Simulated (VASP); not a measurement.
# ScPd3 (Pm-3m) in VASP: single point with LDA

Aim: the single point of ScPd3 with LDA.

Everything below comes from runs of VASP 6.6.1. Logs are shortened: lines on timing, memory, paths and dates and some standing lists are left out, and cuts for length are marked.

## (1) The structure

The structure is cubic, space group Pm-3m (No. 221). Conventional cell: a = 3.902 Å, b = 3.902 Å, c = 3.902 Å, α = 90.00°, β = 90.00°, γ = 90.00°. Sc (site symmetry m-3m) is surrounded by 12 Pd at 2.76 Å. Pd (site symmetry 4/mmm) is surrounded by 4 Sc at 2.76 Å and 8 Pd at 2.76 Å.

The cell comes from a database or a generator and needn't be the stable form of this composition.

## (2) Single point, LDA

INCAR reads:

```
  PREC = Accurate
  ENCUT = 520
  EDIFF = 1E-6
  ISMEAR = -1
  SIGMA = 0.05
  LREAL = F
  LASPH = T
  NELM = 100
  ALGO = Normal
  ISIF = 2
  LWAVE = F
  LCHARG = F
  GGA = CA
  NBANDS = 28
```

KPOINTS reads:

```
Automatic mesh
0
Gamma
  9 9 9
```

POSCAR reads:

```
ScPd3
1.0
    3.9024969916      0.0000000000      0.0000000000
    0.0000000000      3.9024969916      0.0000000000
    0.0000000000      0.0000000000      3.9024969916
Sc Pd
1 3
Direct
    0.0000000000      0.0000000000      0.0000000000
    0.0000000000      0.5000000000      0.5000000000
    0.5000000000      0.0000000000      0.5000000000
    0.5000000000      0.5000000000      0.0000000000
```

Potentials or basis: VASP PAW LDA potentials, release 64 (Sc_sv, Pd).

On the command line:

```bash
> cat potpaw_LDA.64/Sc_sv/POTCAR potpaw_LDA.64/Pd/POTCAR > POTCAR
> mpirun -np 1 vasp_std > vasp.out
```

OUTCAR:

```text
PREC = Accurate
   ENCUT = 520
   EDIFF = 1E-6
   ISMEAR = -1
   LREAL = F
   LASPH = T
   NELM = 100
   ISIF = 2
   GGA = CA

 ion  position               nearest neighbor table
   1  0.000  0.000  0.000-   2 2.76   3 2.76   4 2.76   2 2.76   3 2.76   2 2.76   4 2.76   2 2.76
                             3 2.76   4 2.76   3 2.76   4 2.76
   2  0.000  0.500  0.500-   1 2.76   3 2.76   4 2.76   1 2.76   4 2.76   1 2.76   3 2.76   1 2.76
                             3 2.76   4 2.76   4 2.76   3 2.76
   3  0.500  0.000  0.500-   1 2.76   2 2.76   4 2.76   1 2.76   4 2.76   2 2.76   4 2.76   4 2.76
                             1 2.76   2 2.76   1 2.76   2 2.76
   4  0.500  0.500  0.000-   1 2.76   2 2.76   3 2.76   2 2.76   3 2.76   1 2.76   3 2.76   3 2.76
                             1 2.76   2 2.76   2 2.76   1 2.76

  LATTYP: Found a simple cubic cell.
 ALAT       =     3.9024969916

  Lattice vectors:

 A1 = (   3.9024969916,   0.0000000000,   0.0000000000)
 A2 = (   0.0000000000,   3.9024969916,   0.0000000000)
 A3 = (   0.0000000000,   0.0000000000,   3.9024969916)

Analysis of symmetry for initial positions (statically):
=====================================================================
 Subroutine PRICEL returns:
 Original cell was already a primitive cell.

 Routine SETGRP: Setting up the symmetry group for a
 simple cubic supercell.

 Subroutine GETGRP returns: Found 48 space group operations
 (whereof 48 operations were pure point group operations)
 out of a pool of 48 trial point group operations.

The static configuration has the point symmetry O_h .

Analysis of symmetry for dynamics (positions and initial velocities):
=====================================================================
 Subroutine PRICEL returns:
 Original cell was already a primitive cell.

 Routine SETGRP: Setting up the symmetry group for a
 simple cubic supercell.

 Subroutine GETGRP returns: Found 48 space group operations
 (whereof 48 operations were pure point group operations)
 out of a pool of 48 trial point group operations.

The dynamic configuration has the point symmetry O_h .

 Subroutine INISYM returns: Found 48 space group operations
 (whereof 48 operations are pure point group operations),
 and found     1 'primitive' translations

----------------------------------------------------------------------------------------

                                     Primitive cell
[... 89 lines left out ...]
   ISPIN  =      1    spin polarized calculation?
   LNONCOLLINEAR =      F non collinear calculations
   LSORBIT =      F    spin-orbit coupling
   LASPH  =      T    aspherical Exc in radial PAW
   ENCUT  =  520.0 eV  38.22 Ry    6.18 a.u.   7.26  7.26  7.26*2*pi/ulx,y,z
   NELM   =    100;   NELMIN=  2; NELMDL= -5     # of ELM steps
   EDIFF  = 0.1E-05   stopping-criterion for ELM
   LREAL  =      F    real-space projection
   EDIFFG = 0.1E-04   stopping-criterion for IOM
   NSW    =      0    number of steps for IOM
   IBRION =     -1    ionic relax: 0-MD 1-quasi-New 2-CG
   NFREE  =      0    steps in history (QN), initial steepest desc. (CG)
   ISIF   =      2    stress and relaxation
   ISYM   =      2    0-nonsym 1-usesym 2-fastsym
   POTIM  = 0.5000    time-step for ionic-motion
   TEBEG  =    0.0;   TEEND  =   0.0 temperature during run
   PSTRESS=    0.0 pullay stress
   NELECT =      41.0000    total number of electrons
   NUPDOWN=      -1.0000    fix difference up-down
   EMIN   =  10.00;   EMAX   =-10.00  energy-range for DOS
   EFERMI =   0.00;   METHOD = LEGACY
   ISMEAR =    -1;   SIGMA  =   0.05  broadening in eV -4-tet -1-fermi 0-gaus
   EFERMI_NEDOS =   21; number of points for ismear=-14 and -15
   IALGO  =     38    algorithm
   IMIX   =      4    mixing-type and parameters
     AMIX     =   0.40;   BMIX     =  1.00
     AMIX_MAG =   1.60;   BMIX_MAG =  1.00
  volume/ion in A,a.u.               =      14.86       100.27
  Fermi-wavevector in a.u.,A,eV,Ry     =   1.446528  2.733542 28.469423  2.092444
  Thomas-Fermi vector in A             =   2.564586
   LORBIT       =      0    0 simple, 1 ext, 2 COOP (PROOUT), +10 PAW based schemes
   GGA     = CA    functional components
   LHFCALC =     F    Hartree Fock is set to
   AEXX    =    0.0000 exact exchange contribution
   IVDW    =     0    specifies the selected vdW correction
   LEPSILON=     F    determine dielectric tensor
   LRPA    =     F    only Hartree local field effects (RPA)
 non-spin polarized calculation
  energy-cutoff  :      520.00
  volume of cell :       59.43
 maximum number of plane-waves:      1616
 NGX is ok and might be reduce to    30
   NGX = 15   NGY = 15   NGZ = 15

 number of electron      41.0000020 magnetization

 Free energy of the ion-electron system (eV)
  ---------------------------------------------------
  ext. energy  EPLUGINS =         0.00000000
  ---------------------------------------------------
  free energy    TOTEN  =       -29.76403775 eV

  energy without entropy =      -29.73875548  energy(sigma->0) =      -29.75139661

 E-fermi :   9.0444     XC(G=0): -13.2119

 val. band max:        9.0291688445   @ k =   0.2222   0.1111   0.0000
 cond. band min:       9.0712606779   @ k =   0.1111   0.1111   0.1111
 fundamental gap:      0.0420918335
 Fermi energy:         9.0443569359

 k-point     1 :       0.0000    0.0000    0.0000
  band No.  band energies     occupation
      1     -39.3677      2.00000
      2     -18.3654      2.00000
      3     -18.3654      2.00000
      4     -18.3654      2.00000
      5       2.0205      2.00000
      6       3.6976      2.00000
[... 733 lines left out ...]
     27      14.5088      0.00000
     28      15.0862      0.00000

 [... further k-points ...]
[... 5 lines left out ...]
  --------------------------------------------------------------------------------------
  -------------------------------------------------------------------------------------
  Total        0.2444352      0.2444352      0.2444352      0.0000000      0.0000000      0.0000000
  in kB        6.5894114      6.5894114      6.5894114      0.0000000      0.0000000      0.0000000
  external PRESSURE =       6.5894114 kB  Pullay stress =       0.0000000 kB

 VOLUME and BASIS-vectors are now :
 -----------------------------------------------------------------------------
  energy-cutoff  :      520.00
  volume of cell :       59.43
      direct lattice vectors                 reciprocal lattice vectors
     3.902496992  0.000000000  0.000000000     0.256246194  0.000000000  0.000000000
     0.000000000  3.902496992  0.000000000     0.000000000  0.256246194  0.000000000
     0.000000000  0.000000000  3.902496992     0.000000000  0.000000000  0.256246194

 POSITION                                       TOTAL-FORCE (eV/Angst)
 -----------------------------------------------------------------------------------
      0.00000      0.00000      0.00000         0.000000      0.000000      0.000000
      0.00000      1.95125      1.95125         0.000000      0.000000      0.000000
      1.95125      0.00000      1.95125         0.000000      0.000000      0.000000
      1.95125      1.95125      0.00000         0.000000      0.000000      0.000000
 -----------------------------------------------------------------------------------
    total drift:                                0.000000      0.000000     -0.000000

  FREE ENERGIE OF THE ION-ELECTRON SYSTEM (eV)
  ---------------------------------------------------
  free  energy   TOTEN  =       -29.7640377512 eV

  energy  without entropy=      -29.7387554752  energy(sigma->0) =      -29.75139661
```

Wall time 21 s (1 thread of Intel Xeon 6975P-C (Granite Rapids), shared host); peak memory 0.17 GiB.

Results:

* Free energy: -29.7640 eV
* Pressure: 0.7 GPa
* Band gap on the k mesh: none (metal or under the smearing width)
